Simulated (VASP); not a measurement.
```
ZrS2
1.0
    1.81833    -3.14944     0.00000
    1.81833     3.14944     0.00000
    0.00000     0.00000     5.81661
Zr S
1 2
Direct
  0.00000   0.00000   0.00000
  0.33333   0.66667   0.25114
  0.66667   0.33333   0.74886
```

The numbers are results of vdW-DF-cx, VASP's PBE PAW potentials (set 64) (plane waves; VASP 6.6.1), not measurements. Run with 520 eV cut-off, Gaussian smearing of 0.050 eV, potentials Zr_sv S.

### Question
What does the run give for the band gap (along the path) with the smallest direct gap where there is one?

### Answer

```yaml
band gap (along the path): 0.73 eV
smallest direct gap (along the path): 1.48 eV
```

The absolute energy has meaning only against runs of the same code, potentials and settings.

The compound is ZrS2 in the 1T layered structure. It was relaxed first.
